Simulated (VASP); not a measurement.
These are LDA (Ceperley-Alder, Perdew-Zunger), VASP's LDA PAW potentials (set 64) (plane waves; VASP) values and carry that method's errors. For the first row: Settings: 400 eV cut-off, 12×12×12 Γ-centred mesh, tetrahedra with Blöchl corrections, potentials Y_sv As.

```json
[
 {"system": "YAs (space group Fm-3m)", "energy (eV/atom)": "-7.7938"},
 {"system": "Y (hcp)", "energy (eV/atom)": "-6.9461"},
 {"system": "As (a7)", "energy (eV/atom)": "-5.3919"}
]
```

The references are the elements' solids at the same level; no temperature or zero-point terms are added.

Q: What is the formation energy per atom of YAs?

A: The references average (1×(-6.9461) + 1×(-5.3919))/2 = -6.1690 eV, so the formation energy is -7.7938 − (-6.1690) = -1.625 eV/atom.
